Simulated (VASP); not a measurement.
Consider the following.

```
CELL_PARAMETERS angstrom
      1.83669     1.06041     5.39060
     -1.83669     1.06041     5.39060
      0.00000    -2.12083     5.39060
ATOMIC_POSITIONS crystal
  Ge 0.00163 0.00163 0.00163
  Se 0.76699 0.76699 0.76699
  Se 0.56468 0.56468 0.56468
```

Calculation: PBEsol GGA, VASP's PBE PAW potentials (set 64) (plane waves; VASP). Settings: 400 eV cut-off, 11×11×11 Γ-centred mesh, tetrahedra with Blöchl corrections, potentials Ge_d Se.

Without a dispersion term in the relaxation, distances and binding between the weakly bound layers, chains or molecules are unreliable, and so is what depends on them.

**Question.** Tabulate the total density of states (states/eV per cell) against energy (eV; zero at the valence-band maximum or, without a gap, the Fermi level).

**Answer.** 
```csv
E (eV),DOS (states/eV)
-9.98,0.00
-9.65,0.00
-9.32,0.00
-8.99,0.00
-8.55,1.57
-8.21,1.73
-7.88,0.65
-7.55,0.34
-7.22,0.20
-6.89,0.12
-6.56,0.05
-6.23,0.00
-5.79,1.44
-5.46,1.34
-5.13,1.24
-4.80,1.80
-4.47,1.42
-4.14,1.67
-3.81,1.74
-3.48,2.28
-3.04,1.80
-2.71,1.63
-2.38,1.80
-2.04,1.99
-1.72,1.48
-1.38,1.60
-1.05,2.03
-0.72,1.47
-0.28,1.48
0.05,1.58
0.38,1.80
0.71,1.59
1.04,1.56
1.37,0.00
1.70,0.05
2.03,0.24
2.47,1.70
2.80,2.63
3.13,1.21
3.46,1.11
```
Within 2 eV below the Fermi level the largest weight inside VASP's projection spheres is Se p.

The structure was generated: GeSe2 was put into the 3R-MoS2 type (R3m), which need not be its known phase. It was relaxed first, which changed the volume by +18 %.
